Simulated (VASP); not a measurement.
```xyz
3
Lattice="1.5921 0.9192 6.4821 -1.5921 0.9192 6.4821 0.0000 -1.8385 6.4821" Properties=species:S:1:pos:R:3 pbc="T T T"
Mo     0.0000     0.0000    19.4420
S      0.0000     0.0000     8.0301
S      0.0000     0.0000     4.9258
```

Calculation: PBE GGA, VASP's PBE PAW potentials (set 64) (plane waves; VASP). Run with 300 eV cut-off, 10×10×10 Γ-centred mesh, Gaussian smearing of 0.010 eV, potentials Mo_sv S.

Question: Predict the energy per atom (σ→0), largest force.

Answer: 
energy per atom (σ→0): -7.277 eV/atom
largest force: 0.157 eV/Å

Total energies compare only between runs with the same potentials, cut-off and functional.

The structure comes from a computed database's MoS2 entry; how it stands against other phases isn't given here. The cell was not relaxed at this level.
